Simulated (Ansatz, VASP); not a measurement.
# TiSi (wurtzite type (invented)) in two plane-wave programs

Aim: how closely do two programs agree when they are given the same cell, functional and k mesh? The cell is generated by rule, not measured, and may not be a known phase. Of the first pair: The two relaxations start from unlike cells of this crystal (the structure described is Ansatz's start), so only their ends are compared.

Method: plane waves, with VASP 6.6.1 beside it; relaxation of cell and atoms at PBEsol, in Ansatz 0.2.0.

## 1. Set-up

The structure is hexagonal, space group P6_3mc (No. 186). Conventional cell: a = 4.474 Å, b = 4.474 Å, c = 7.307 Å, α = 90.00°, β = 90.00°, γ = 120.00°. Nearest to Ti lie 4 Si at 2.74 Å. Si has 4 Ti at 2.74 Å nearest. Farther neighbours are not listed.

Coordinates:

```
Ti Si
1.0
     4.47440    0.00000    0.00000
    -2.23720    3.87495    0.00000
     0.00000    0.00000    7.30670
Ti Si
2 2
Direct
  0.33333 0.66667 0.00000
  0.66667 0.33333 0.50000
  0.33333 0.66667 0.37500
  0.66667 0.33333 0.87500
```

## 2. VASP: relaxation of cell and atoms, PBEsol, pair 1

The relaxed volume is the usual yardstick between codes: in a stiff, nearly cubic crystal its relative difference is about their pressure difference at one cell divided by the bulk modulus.

Lines of VASP's logs that name or quote its potential files are left out, and so is its time.

INCAR reads:

```
SYSTEM = TiSi
PREC = Accurate
ENCUT = 500
EDIFF = 1E-07
NELM = 120
ISMEAR = 0
SIGMA = 0.1
LREAL = .FALSE.
ALGO = Normal
GGA = PS
NBANDS = 22
LASPH = .TRUE.
LORBIT = 11
LWAVE = .FALSE.
LCHARG = .FALSE.
ISIF = 3
IBRION = 2
NSW = 80
EDIFFG = -0.005
GGA_COMPAT = .FALSE.
NELMIN = 4
```

POSCAR reads:

```
TiSi
1.0
    4.3450436443     -0.0000000334      0.0000000000
   -2.1725213655      3.7629176245      0.0000000000
    0.0000000000      0.0000000000      4.9102365746
Ti Si
2 2
Direct
    0.3333333449      0.6666668387      0.9374596127
    0.6666665607      0.3333334194      0.4374596127
    0.3333333449      0.6666668387      0.4375404557
    0.6666665607      0.3333334194      0.9375404557
```

KPOINTS reads:

```
Automatic mesh
0
Gamma
6 6 4
0 0 0
```

The projector-augmented-wave data sets are Ti_sv and Si (PBE family, release 64).

Run with:

```console
> mpirun -np 1 vasp_std
```

Numbers of over 12 decimals in the logs are rounded to 6 here.

The program printed:

```text
[banner, memory and clock lines left out]
running    1 mpi-ranks, on    1 nodes
 distrk:  each k-point on    1 cores,    1 groups
 distr:  one band on    1 cores,    1 groups

 POSCAR found type information on POSCAR TiSi
 POSCAR found :  2 types and       4 ions
|                                                                             |
|               ----> ADVICE to this user running VASP <----                  |
|                                                                             |
|     You enforced a specific xc type in the INCAR file but a different       |
|     [... a line on the potential file left out ...]
|     I HOPE YOU KNOW WHAT YOU ARE DOING!                                     |
|                                                                             |

 LDA part: xc-table for (Slater+PW92), standard interpolation
 POSCAR, INCAR and KPOINTS ok, starting setup
 FFT: planning ... GRIDC
 FFT: planning ... GRID_SOFT
 FFT: planning ... GRID
 WAVECAR not read
 entering main loop
       N       E                     dE             d eps       ncg     rms          rms(c)
DAV:   1     0.316854411623E+03    0.31685E+03   -0.15679E+04   924   0.151E+03
DAV:   2     0.502267968846E+01   -0.31183E+03   -0.30158E+03   930   0.442E+02
DAV:   3    -0.303551015484E+02   -0.35378E+02   -0.34487E+02  1712   0.124E+02
DAV:   4    -0.332890304820E+02   -0.29339E+01   -0.29195E+01  1310   0.329E+01
DAV:   5    -0.335044743479E+02   -0.21544E+00   -0.21541E+00  1430   0.693E+00    0.166E+01
DAV:   6    -0.287313508674E+02    0.47731E+01   -0.39998E+01  1208   0.493E+01    0.575E+00
DAV:   7    -0.284136161819E+02    0.31773E+00   -0.52920E+00  1166   0.186E+01    0.355E+00
DAV:   8    -0.283930156505E+02    0.20601E-01   -0.42341E-01  1436   0.503E+00    0.810E-01
DAV:   9    -0.283902763308E+02    0.27393E-02   -0.65561E-02  1228   0.218E+00    0.385E-01
DAV:  10    -0.283913684257E+02   -0.10921E-02   -0.35849E-03  1378   0.533E-01    0.952E-02
DAV:  11    -0.283914133675E+02   -0.44942E-04   -0.71134E-04  1388   0.202E-01    0.621E-02
DAV:  12    -0.283913918042E+02    0.21563E-04   -0.21333E-04  1310   0.111E-01    0.645E-03
DAV:  13    -0.283913916744E+02    0.12978E-06   -0.41897E-06  1310   0.177E-02    0.389E-03
DAV:  14    -0.283913921208E+02   -0.44641E-06   -0.68501E-07  1266   0.690E-03    0.675E-04
DAV:  15    -0.283913921426E+02   -0.21745E-07   -0.85422E-08   824   0.235E-03
   1 F= -.28391392E+02 E0= -.28387013E+02  d E =-.283914E+02
 curvature:   0.00 expect dE= 0.000E+00 dE for cont linesearch  0.000E+00
 trial: gam= 0.00000 g(F)=  0.377E-05 g(S)=  0.103E-04 ort = 0.000E+00 (trialstep = 0.100E+01)
 search vector abs. value=  0.141E-04
 bond charge predicted
       N       E                     dE             d eps       ncg     rms          rms(c)
DAV:   1    -0.283914325575E+02   -0.40437E-04   -0.19743E-03  1014   0.635E-01    0.549E-02
DAV:   2    -0.283914029564E+02    0.29601E-04   -0.32898E-04  1074   0.166E-01    0.221E-02
DAV:   3    -0.283913929999E+02    0.99566E-05   -0.26717E-05  1472   0.378E-02    0.637E-03
DAV:   4    -0.283913928114E+02    0.18846E-06   -0.46005E-06  1454   0.128E-02    0.295E-03
DAV:   5    -0.283913934298E+02   -0.61840E-06   -0.74452E-07  1242   0.602E-03    0.219E-03
DAV:   6    -0.283913938119E+02   -0.38213E-06   -0.64322E-07  1304   0.581E-03    0.825E-04
DAV:   7    -0.283913937428E+02    0.69159E-07   -0.54476E-08   618   0.251E-03
   2 F= -.28391394E+02 E0= -.28387024E+02  d E =-.160020E-05
 trial-energy change:   -0.000002  1 .order   -0.000002   -0.000014    0.000010
 step:   0.5790(harm=  0.5790)  dis= 0.00012  next Energy=   -28.391396 (dE=-0.408E-05)
 bond charge predicted
       N       E                     dE             d eps       ncg     rms          rms(c)
DAV:   1    -0.283914029844E+02   -0.91724E-05   -0.35081E-04   990   0.268E-01    0.230E-02
DAV:   2    -0.283913979289E+02    0.50555E-05   -0.58239E-05  1026   0.698E-02    0.927E-03
DAV:   3    -0.283913962966E+02    0.16322E-05   -0.47450E-06  1478   0.158E-02    0.266E-03
DAV:   4    -0.283913961258E+02    0.17080E-06   -0.80197E-07  1430   0.530E-03    0.124E-03
DAV:   5    -0.283913960266E+02    0.99273E-07   -0.97286E-08   610   0.261E-03
   3 F= -.28391396E+02 E0= -.28387022E+02  d E =-.388400E-05
 curvature:  -0.29 expect dE=-0.522E-06 dE for cont linesearch -0.291E-07
 trial: gam= 0.21232 g(F)=  0.562E-06 g(S)=  0.124E-05 ort =-0.119E-05 (trialstep = 0.916E+00)
 search vector abs. value=  0.193E-05
 reached required accuracy - stopping structural energy minimisation
```

Parts of OUTCAR (step 2):

```text
ion  position               nearest neighbor table
   1  0.333  0.667  0.937-   3 2.45   3 2.46   4 2.51   4 2.51   4 2.51
   2  0.667  0.333  0.437-   4 2.45   4 2.46   3 2.51   3 2.51   3 2.51
   3  0.333  0.667  0.438-   1 2.45   1 2.46   2 2.51   2 2.51   2 2.51
   4  0.667  0.333  0.938-   2 2.45   2 2.46   1 2.51   1 2.51   1 2.51

  LATTYP: Found a hexagonal cell.
 ALAT       =     4.3450436443
 C/A-ratio  =     1.1300776187

 Subroutine GETGRP returns: Found 12 space group operations
 (whereof  6 operations were pure point group operations)

The static configuration has the point symmetry C_3v.
 The point group associated with its full space group is C_6v.

 Found     21 irreducible k-points:

   k-points           NKPTS =     21   k-points in BZ     NKDIM =     21   number of bands    NBANDS=     22

   dimension x,y,z NGX =    32 NGY =   32 NGZ =   36
   dimension x,y,z NGXF=    64 NGYF=   64 NGZF=   72

   ENCUT  =  500.0 eV  36.75 Ry    6.06 a.u.   7.92  7.92  8.95*2*pi/ulx,y,z

   NELECT =      32.0000    total number of electrons

 k-points in reciprocal lattice and weights: Automatic mesh
   0.00000000  0.00000000  0.00000000       0.007
   0.16666667  0.00000000  0.00000000       0.042
   0.33333333 -0.00000000  0.00000000       0.042
   0.50000000 -0.00000000  0.00000000       0.021
   0.16666667  0.16666667  0.00000000       0.042
   0.33333333  0.16666667  0.00000000       0.083
   0.33333333  0.33333333  0.00000000       0.014
   0.00000000  0.00000000  0.25000000       0.014
   0.16666667  0.00000000  0.25000000       0.083
[...]
0.33333333  0.16666667  0.50000000       0.083
   0.33333333  0.33333333  0.50000000       0.014

 average (electrostatic) potential at core
       1 -74.8418       2 -74.8418       3 -82.2151       4 -82.2151

 E-fermi :   5.4388

 k-point     1 :       0.0000    0.0000    0.0000
  band No.  band energies     occupation
    ...
     11       3.4938      2.00000
     12       3.9471      2.00000
     13       3.9471      2.00000
     14       4.4280      2.00000
     15       4.4280      2.00000
     16       5.7467      0.00001
     17       5.7467      0.00001
     18       6.3565      0.00000
     19       7.4989      0.00000
     20       7.4989      0.00000
    ...

 k-point     2 :       0.1667    0.0000    0.0000
  band No.  band energies     occupation
    ...
     12       3.6918      2.00000
     13       3.9633      2.00000
     14       4.2644      2.00000
     15       4.7373      2.00000
     16       5.4707      0.65159
     17       5.6090      0.01606
     18       6.5559      0.00000
     19       7.6199      0.00000
     20       7.7073      0.00000
     21       8.4015      0.00000
    ...

 k-point     3 :       0.3333   -0.0000    0.0000
  band No.  band energies     occupation
    ...
     13       4.0888      2.00000
     14       4.4605      2.00000
     15       4.8857      2.00000
     16       5.3795      1.59792
     17       5.4621      0.74173
     18       6.5699      0.00000
     19       7.3699      0.00000
     20       7.6872      0.00000
     21       7.8139      0.00000
     22       8.1850      0.00000

  Total        0.0036488      0.0036488      0.0087317      0.0000000      0.0000000      0.0000000
  in kB        0.0728288      0.0728287      0.1742810      0.0000000      0.0000000      0.0000000
  external PRESSURE =       0.1066462 kB  Pullay stress =       0.0000000 kB

  energy-cutoff  :      500.00
  volume of cell :       80.27
      direct lattice vectors                 reciprocal lattice vectors
     4.345171506 -0.000000033  0.000000000     0.230140514  0.132871679  0.000000000
    -2.172585296  3.763028356 -0.000000000     0.000000002  0.265743415  0.000000000
    -0.000000000 -0.000000000  4.909254335    -0.000000000  0.000000000  0.203696923

 POSITION                                       TOTAL-FORCE (eV/Angst)
 -----------------------------------------------------------------------------------
     -0.00000      2.50869      4.60235         0.000000      0.000000      0.001707
      2.17259      1.25434      2.14772         0.000000     -0.000000      0.001707
     -0.00000      2.50869      2.14787        -0.000000     -0.000000     -0.001707
      2.17259      1.25434      4.60250        -0.000000      0.000000     -0.001707
 -----------------------------------------------------------------------------------
    total drift:                                0.001709     -0.001606      0.000101

  FREE ENERGIE OF THE ION-ELECTRON SYSTEM (eV)
  ---------------------------------------------------
  free  energy   TOTEN  =       -28.3913960266 eV

  energy  without entropy=      -28.3826484854  energy(sigma->0) =      -28.38702226

 reached required accuracy - stopping structural energy minimisation

 total charge
# of ion       s       p       d       tot
------------------------------------------
    1        2.189   6.130   1.970  10.289
    2        2.189   6.130   1.970  10.289
    3        0.812   0.954   0.000   1.767
    4        0.812   0.954   0.000   1.767
--------------------------------------------------
tot          6.003  14.168   3.940  24.111

[... 3 further parts left out ...]
```

CONTCAR:

```
TiSi
   1.00000000000000
     4.3451715058317282   -0.0000000333864490    0.0000000000000000
    -2.1725852962398400    3.7630283557776614   -0.0000000000000000
    -0.0000000000000000   -0.0000000000000000    4.9092543348423314
  Ti              Si
     2     2
Direct
     0.3333333448999980    0.6666668387000030    0.9374847490566152
     0.6666665607000013    0.3333334193999988    0.4374847490566152
     0.3333333448999980    0.6666668387000030    0.4375153193433904
     0.6666665607000013    0.3333334193999988    0.9375153193433905
```

The k-mesh is coarse for a metal.

## 3. Ansatz: relaxation of cell and atoms, PBEsol, pair 1

Ansatz runs on its default PAW (the set named soft_2) files.

Its own start cell and the same functional, mesh and smearing now go to Ansatz, which takes its cutoff from its data sets.

input.yaml reads:

```yaml
crystal:
  lattice:
    - [4.474403, 0.0, 0.0]
    - [-2.237201, 3.874946, 0.0]
    - [0.0, 0.0, 7.3067]
  atoms:
    - { symbol: Ti, position: [0.333333, 0.666667, 0.0] }
    - { symbol: Ti, position: [0.666667, 0.333333, 0.5] }
    - { symbol: Si, position: [0.333333, 0.666667, 0.375] }
    - { symbol: Si, position: [0.666667, 0.333333, 0.875] }
kpoints:
  mp_grid: { grid: [6, 6, 4] }
hamiltonian:
  xc: pbesol
scf:
  occupations: { method: gaussian, width: 0.1 }
output:
  forces: true
  stress: true
  eigenvalues: true
relax:
  adjacent_minimum: "off"
  f_tol: 0.05
  max_steps: 80
  cell: { stress_tol: 0.5 }
```

Run with:

```console
> ansatz run input.yaml --threads 2 --pin off --max-ram 5120MiB --backend cpu --events-out ev --progress --plain --runs-dir out
```

The program printed:

```text
Warning: the atoms were moved onto the symmetric positions of the space group found under crystal.symmetry.tolerance 1.0e-5 (fractional; no operation is sought that the atoms, as they stand in a round, miss by more than twice it, and no atom is moved by as much as it), and the run uses the moved positions. Before a round's move an operation carried an atom to 4.47e-6 Å from where it should land, the largest such dist [...]
The last accepted step is kept in <dir> (removed where the run ends without a failure and the disk answers)
Engine: ansatz 0.2.0, aarch64-unknown-linux-gnu
Pseudopotentials: kind: paw
Pseudopotential: Ti, paw, valence charge 12, recommended cutoff 420 eV (normal), Ti.paw.azcp
Pseudopotential: Si, paw, valence charge 4, recommended cutoff 420 eV (normal), Si.paw.azcp
Functional definition: PBEsol
  exchange = pbesol_x
  correlation = pbesol_c
Crystal: 4 atoms, lattice volume = 126.684 Å³
Basis set: ecut = 420 eV, 2539 PW (Γ), exchange–correlation on 60×60×100 points (8 copies of the dense FFT grid, shifted against one another)
Bands: 20, of which v1, the nominal top of the filled ones, is band 16 counted from 1 (15 counted from 0)
Symmetry: 12 space group operations
Space group: P63mc (ITA 186), of the structure as read, at distance tolerance 5.0e-5 Å
k-points: 21 of 144 (time reversal used)
Non-local potential: Ti, projectors of the file, l = 0: 3, l = 1: 2, l = 2: 3, l = 3: 1
Non-local potential: Si, projectors of the file, l = 0: 2, l = 1: 2, l = 2: 2
PAW form: soft (Blöchl's): semilocal exchange-correlation on the pseudo side does not see the compensation charge
PAW frozen core: Ti, regenerated for the run's functional, and the local potential with it (the file was generated under x = pbe(κ = 0.804, μ = 0.219515), c = pbe(β = 0.066725))
PAW frozen core: Si, regenerated for the run's functional, and the local potential with it (the file was generated under x = pbe(κ = 0.804, μ = 0.219515), c = pbe(β = 0.066725))
PAW one-centre angular grid: Ti, 590 points (default); XC on 64 Gauss nodes
PAW one-centre angular grid: Si, 110 points (default); XC on 64 Gauss nodes
[...]
SCF iter   2: F=—  HF=-6191.007265 eV  |F-HF|=—  |Δ(HF+E_count)|=   6.90e-2  Δρ=9.41e-3  dr2=8.02e-2  ethr=7.93e-4  ⟨swp⟩=1.2  Hψ=456  notcnv=0
preconditioner: auto → Kerker (q_TF=auto, 2.351 Å⁻¹)  [metal: Δε(μ)=0.004 eV  Ē_g=4.314 eV  σ=0.100 eV  W_gap=0.02  n_scr=20 (ndim 8)  ℏωp=16.8 eV  f_vac=0.000  D(μ)=1.35/eV (n_scr^D=8)]
SCF iter   3: F=—  HF=-6190.980021 eV  |F-HF|=—  |Δ(HF+E_count)|=   2.72e-2  Δρ=1.22e-3  dr2=1.83e-3  ethr=2.51e-4  ⟨swp⟩=2.0  Hψ=595  notcnv=0
SCF iter   4: F=—  HF=-6190.979728 eV  |F-HF|=—  |Δ(HF+E_count)|=   2.93e-4  Δρ=4.90e-4  dr2=4.42e-4  ethr=5.71e-6  ⟨swp⟩=2.5  Hψ=608  notcnv=0
SCF iter   5: F=—  HF=-6190.979687 eV  |F-HF|=—  |Δ(HF+E_count)|=   4.19e-5  Δρ=3.92e-4  dr2=1.43e-4  ethr=1.38e-6  ⟨swp⟩=2.0  Hψ=572  notcnv=0
SCF iter   6: F=—  HF=-6190.979684 eV  |F-HF|=—  |Δ(HF+E_count)|=   2.38e-6  Δρ=8.90e-5  dr2=8.51e-6  ethr=4.48e-7  ⟨swp⟩=2.2  Hψ=611  notcnv=0
SCF iter   7: F=—  HF=-6190.979688 eV  |F-HF|=—  |Δ(HF+E_count)|=   3.76e-6  Δρ=2.66e-5  dr2=4.48e-7  ethr=2.66e-8  ⟨swp⟩=2.1  Hψ=571  notcnv=0
SCF iter   8: F=-6190.979688 eV  HF=-6190.979688 eV  |F-HF|=1.39e-8  |Δ(HF+E_count)|=   1.79e-7  Δρ=5.99e-6  dr2=2.23e-8  ethr=1.25e-9  ⟨swp⟩=5.3  Hψ=1830  notcnv=0
SCF 8 converged in 8 iterations: F = -6190.979688 eV  dr2 = 2.23e-8
relax step   8: F+E_penalty+E_count = -6190.97968811 eV  Δ(F+E_penalty+E_count) = -3.178e-1 eV  max|allowed force component| = 1.581e-1 eV/Å  Δτ_max = 0.1103 Å  P = +2.981 GPa  Ω = 78.069 Å³  energy of the carried Pulay correction = +3.746e-3 eV  (8 SCF iters, dr2 threshold 4.00e-7 eV, accepted)
[...]
relax step   9: F+E_penalty+E_count = -6191.01072331 eV  Δ(F+E_penalty+E_count) = -3.104e-2 eV  max|allowed force component| = 6.808e-3 eV/Å  Δτ_max = 0.0093 Å  P = -0.296 GPa  Ω = 80.489 Å³  energy of the carried Pulay correction = +3.518e-3 eV  (7 SCF iters, dr2 threshold 4.00e-7 eV, accepted)
[...]
relax step  10: F+E_penalty+E_count = -6191.00907544 eV  Δ(F+E_penalty+E_count) = +1.648e-3 eV  max|allowed force component| = 6.800e-3 eV/Å  Δτ_max = 0.0000 Å  P = -0.300 GPa  Ω = 80.489 Å³  stress off target by 3.93e-1 GPa  SCF on the basis re-selected at this cell (its energy is not comparable with the rows above)  (6 SCF iters)
basis re-selected at this cell: Δ(F+E_penalty+E_count) = +1.648e-3 eV, ΔP = -0.004 GPa vs the last step (what re-selecting the basis moved, of the pressure what is left beyond the Pulay correction that the steps carried, after the strain that the cell walked since its last selection, with what the two solves' SCF thresholds leave and, on support functions, any second-order correction that the steps lacked; it is no measure of the basis error at this ecutwfc). The dense FFT grid was sized anew with the basis: this SCF ran on 30×30×36 points, the steps before it on 30×30×50, so part of this shift can come from that change (see relax.cell in the input reference). [rest of the remark cut]
SCF converged after 6 iterations
Free energy (F): -6191.009075 eV
Harris-Foulkes:  -6191.009075 eV  (|F-HF|=1.09e-11)
Internal energy: -6191.000329 eV  (E = F + TS)
E sigma→0 (E₀):  -6191.004702 eV
Entropy (-TS):   -0.008746 eV (-2.187 meV/atom)
Fermi energy:    7.772231 eV
--- Per-component energies (eV) ---
  E_band       = -413.366988
  E_kinetic    = 624.746466
  E_local      = -2405.463280  (includes V_loc(G=0)·N_el)
  E_nonlocal   = 73.465831
  E_hartree    = 988.264115
  E_xc         = -302.761603
  E_vxc        = -336.495825  (∫ρ·V_xc dr)
  E_paw        = -3043.109788  (= ΣΔE_a)
  E_vpaw       = -346.148958  (= ΣTr[D̂ρ^β])
  E_aug_tail   = 0.000239  (compensation charges beyond the density's cutoff)
  E_ewald      = -2126.484199
  E_core_change = 0.341890  (= ΣΔE_core)
  E_smearing   = -0.008746  (= −TS)
  E_closure    = 0.000000  (closes the sum)
  Σ components = -6191.009075   (vs F -6191.009075, Δ=0.00e0)
--- Forces (eV/Å), atoms counted from 1 ---
  atom   1  Ti    -0.00000000     0.00000000    -0.00679989
  atom   2  Ti     0.00000000    -0.00000000    -0.00679989
  atom   3  Si     0.00000000    -0.00000000     0.00679946
  atom   4  Si    -0.00000000     0.00000000     0.00679946
  max |Σ_I F_I| component: 8.47e-7 eV/Å
--- Stress (GPa, compression-positive) ---
       -0.253523       0.000000       0.000000
        0.000000      -0.253523      -0.000000
        0.000000       0.000000      -0.392674
  P = ⅓ Tr σ = -0.2999 GPa (-2.999 kbar)
--- Band table (eV; the first three rows and the last of 21) ---
  k-point 0: bands = [... 12 lower, 6.2815, 6.7648, 6.7648, 8.0793, 8.0793, 8.6873, 9.8274, 9.8274]
  k-point 1: bands = [... 12 lower, 6.1906, 6.4294, 6.4294, 7.7973, 8.7123, 8.7123, 9.9621, 9.9621]
  k-point 2: bands = [... 12 lower, 6.1567, 6.1567, 6.2485, 6.2485, 9.6404, 9.6404, 9.6404, 9.6404]
  k-point 20: bands = [... 12 lower, 5.8595, 5.8595, 7.2855, 7.2855, 8.3568, 8.3568, 9.7783, 9.7783]
--- Relaxed structure (9 steps of the walk, 9 accepted, 1 SCFs on fresh bases) ---
  F+E_penalty+E_count = -6191.00907544 eV   max|allowed force component| = 6.800e-3 eV/Å   (the final SCF, on the basis selected at the relaxed cell)
  cell:  # Å, volume = 80.4892 Å³
    - [4.349386, -2.8060941092159874e-7, 5.940886956584911e-17]
    - [-2.174693, 3.766679, -2.997283057617434e-17]
    - [9.701469097561985e-17, -5.06100376106115e-19, 4.913048]
  atoms:
    - { symbol: Ti, position: [0.333333, 0.666667, -0.062437] }
    - { symbol: Ti, position: [0.666667, 0.333333, 0.437563] }
    - { symbol: Si, position: [0.333333, 0.666667, 0.437437] }
    - { symbol: Si, position: [0.666667, 0.333333, 0.937437] }
```

## 4. Differences

Known differences besides the potentials themselves: the cutoff is 420 eV in Ansatz and 500 eV in VASP; Ansatz makes its cores anew for this functional, VASP keeps those of its PBE data sets; Ansatz adds a Pulay correction to the stress that steers its cell, VASP none. Total energies have different zeros and are not compared.

Both answers:

```
                                         quantity  Ansatz   VASP  difference
                                      volume (Å³)   80.49  80.27     +0.27 %
edge a after relaxation, in the typed setting (Å)   4.349  4.345     +0.10 %
edge c after relaxation, in the typed setting (Å)   4.913  4.909     +0.08 %
```

(Part 1 of 2 ends here.)

[Lines on the potential files, build, host, timing and source positions are cut from VASP's logs without a mark.]

[Logs are printed without paths, hosts, clocks, repeated set-up lines and the standing remarks that a program may print on its own settings, such as how far it seeks lower states.]

[Hosts, paths, dates, database ids (printed as entryN), source tags and the programs' standing remarks are cut or masked in the printed files.]
